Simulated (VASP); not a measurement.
Method: optB86b-vdW, VASP's PBE PAW potentials (set 64) (plane waves; VASP).

The input files of a VASP run:

### KPOINTS
```
Regular mesh
0
gamma
  9 9 9
```

POSCAR:
```
KF
5.4374850
  0.0000000000   0.4999999882   0.4999999882
  0.4999999882   0.0000000000   0.4999999882
  0.4999999882   0.4999999882   0.0000000000
K F
1 1
Cartesian
  0.0000000000   0.0000000000   0.0000000000
  0.4999999882   0.4999999882   0.4999999882
```

**INCAR**
```
AGGAC = 0.0
ALGO = Normal
EDIFF = 1E-7
ENCUT = 520
GGA = MK
ISIF = 2
ISMEAR = 0
LASPH = .TRUE.
LCHARG = .FALSE.
LREAL = .FALSE.
LUSE_VDW = .TRUE.
LWAVE = .FALSE.
NELM = 100
PARAM1 = 0.1234
PARAM2 = 1.0
PREC = Accurate
SIGMA = 0.05
SYSTEM = KF
```

POTCAR, in this order: K_sv F (PBE.64 set). Program: vasp_std.

The resulting files:

File OUTCAR:
```
 ion  position               nearest neighbor table
   1  0.000  0.000  0.000-   2 2.72   2 2.72   2 2.72   2 2.72   2 2.72   2 2.72
   2  0.500  0.500  0.500-   1 2.72   1 2.72   1 2.72   1 2.72   1 2.72   1 2.72
  LATTYP: Found a face centered cubic cell.
 ALAT       =     5.4374848718
 Subroutine PRICEL returns:
 Original cell was already a primitive cell.
 Subroutine GETGRP returns: Found 48 space group operations
The static configuration has the point symmetry O_h .
The dynamic configuration has the point symmetry O_h .
 Subroutine INISYM returns: Found 48 space group operations
 Subroutine IBZKPT returns following result:
 Found     35 irreducible k-points:

 Following reciprocal coordinates:
            Coordinates               Weight
  0.000000  0.000000  0.000000      1.000000
  0.111111  0.000000  0.000000      8.000000
  0.222222  0.000000  0.000000      8.000000
  0.333333  0.000000  0.000000      8.000000
  0.444444  0.000000  0.000000      8.000000
  0.111111  0.111111  0.000000      6.000000
  0.222222  0.111111  0.000000     24.000000
  0.333333  0.111111  0.000000     24.000000
  0.444444  0.111111  0.000000     24.000000
...
```

### OSZICAR
```
       N       E                     dE             d eps       ncg     rms          rms(c)
DAV:   1     0.118043402404E+03    0.11804E+03   -0.85031E+03   848   0.129E+03
DAV:   2    -0.823766736011E+00   -0.11887E+03   -0.10956E+03  1096   0.328E+02
DAV:   3    -0.548496508273E+01   -0.46612E+01   -0.46344E+01  1092   0.617E+01
DAV:   4    -0.559459067447E+01   -0.10963E+00   -0.10956E+00  1268   0.843E+00
DAV:   5    -0.559534178687E+01   -0.75111E-03   -0.75110E-03  1044   0.856E-01    0.621E+00
DAV:   6    -0.436689689044E+01    0.12284E+01   -0.43311E+00   916   0.177E+01    0.374E+00
DAV:   7    -0.433582795708E+01    0.31069E-01   -0.12586E-01  1140   0.314E+00    0.226E+00
DAV:   8    -0.432842368720E+01    0.74043E-02   -0.60903E-02   912   0.283E+00    0.212E-01
DAV:   9    -0.433007427877E+01   -0.16506E-02   -0.67056E-03  1176   0.670E-01    0.125E-01
DAV:  10    -0.433048915311E+01   -0.41487E-03   -0.84327E-04   964   0.288E-01    0.668E-02
DAV:  11    -0.433064863772E+01   -0.15948E-03   -0.31078E-04   932   0.144E-01    0.207E-02
DAV:  12    -0.433063821222E+01    0.10426E-04   -0.69679E-05  1060   0.685E-02    0.801E-03
DAV:  13    -0.433063746354E+01    0.74868E-06   -0.42068E-06   968   0.206E-02    0.325E-03
DAV:  14    -0.433063734525E+01    0.11829E-06   -0.89879E-07  1048   0.772E-03    0.816E-04
DAV:  15    -0.433063736100E+01   -0.15743E-07   -0.33229E-08   616   0.184E-03
   1 F= -.43306374E+01 E0= -.43306374E+01  d E =-.518592E-19
```

**OUTCAR**
```
------------------------ aborting loop because EDIFF is reached ----------------------------------------
  FORCE on cell =-STRESS in cart. coord.  units (eV):
  Direction    XX          YY          ZZ          XY          YZ          ZX
  --------------------------------------------------------------------------------------
  Total       -0.4518496     -0.4518496     -0.4518496      0.0000000      0.0000000     -0.0000000
  in kB      -18.0123478    -18.0123478    -18.0123478      0.0000000      0.0000000     -0.0000000
  external PRESSURE =     -18.0123478 kB  Pullay stress =       0.0000000 kB
  volume of cell :       40.19
      direct lattice vectors                 reciprocal lattice vectors
     0.000000000  2.718742436  2.718742436    -0.183908558  0.183908558  0.183908558
     2.718742436  0.000000000  2.718742436     0.183908558 -0.183908558  0.183908558
     2.718742436  2.718742436  0.000000000     0.183908558  0.183908558 -0.183908558
  FREE ENERGIE OF THE ION-ELECTRON SYSTEM (eV)
  ---------------------------------------------------
  free  energy   TOTEN  =        -4.3306373610 eV

  energy  without entropy=       -4.3306373610  energy(sigma->0) =       -4.33063736
```
(Selected blocks of OUTCAR.)

The compound is KF in the rock salt structure. This cell is one point of a volume scan, at 1.06 of the reference volume.
